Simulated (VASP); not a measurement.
A convergence study with VASP on MoS2 (2H layered): one setting is varied, all else stays as given below, so the limit is that of these other settings.

```xyz
6
Lattice="1.5800 -2.7366 0.0000 1.5800 2.7366 0.0000 0.0000 0.0000 12.3000" Properties=species:S:1:pos:R:3 pbc="T T T"
Mo     1.5800     0.9122     3.0750
Mo     1.5800    -0.9122     9.2250
S      1.5800     0.9122    10.8117
S      1.5800    -0.9122     4.6617
S      1.5800    -0.9122     1.4883
S      1.5800     0.9122     7.6383
```

Level of theory: PBE GGA, VASP's PBE PAW potentials (set 64) (plane waves; VASP). The tightest run used: 550 eV cut-off, 13×13×3 Monkhorst-Pack mesh, Gaussian smearing of 0.050 eV, potentials Mo_sv S.

Task: The settings run are 1×1×1 mesh; 2×2×1 mesh; 3×3×1 mesh; 4×4×1 mesh; 5×5×1 mesh; 6×6×1 mesh; 7×7×2 mesh; 8×8×2 mesh; 9×9×2 mesh; 10×10×2 mesh; 11×11×2 mesh; 12×12×3 mesh; 13×13×3 mesh. From which on does the energy per atom stay within 0.002 eV/atom of the tightest run?

Result: From 7×7×2 mesh on: it is off by 0.0002 there and by no more than 0.002 in any finer run, while 6×6×1 mesh is off by 0.0054.
```tsv
setting	E (eV/atom)	pressure (GPa)	largest force (eV/Å)	irreducible k-points	difference judged (eV/atom)
1×1×1 mesh	-4.3164	24.44	4.667	1	2.9472
2×2×1 mesh	-7.3693	-0.39	0.643	2	0.1057
3×3×1 mesh	-7.2564	0.89	0.665	3	0.0072
4×4×1 mesh	-7.2522	0.99	0.446	6	0.0115
5×5×1 mesh	-7.2585	0.86	0.454	5	0.0052
6×6×1 mesh	-7.2583	0.86	0.462	12	0.0054
7×7×2 mesh	-7.2638	0.70	0.434	8	0.0002
8×8×2 mesh	-7.2637	0.71	0.434	20	0.0000
9×9×2 mesh	-7.2636	0.71	0.433	12	0.0000
10×10×2 mesh	-7.2637	0.71	0.434	30	0.0000
11×11×2 mesh	-7.2637	0.71	0.434	16	0.0000
12×12×3 mesh	-7.2636	0.71	0.434	84	0.0000
13×13×3 mesh	-7.2636	0.71	0.434	42	0.0000
```

Left out are rungs that failed or repeat a setting and relaxations that didn't move; long series are thinned to 24 rows.

The compound is MoS2 in the 2H layered structure. The cell was not relaxed at this level, forces remain on its atoms.
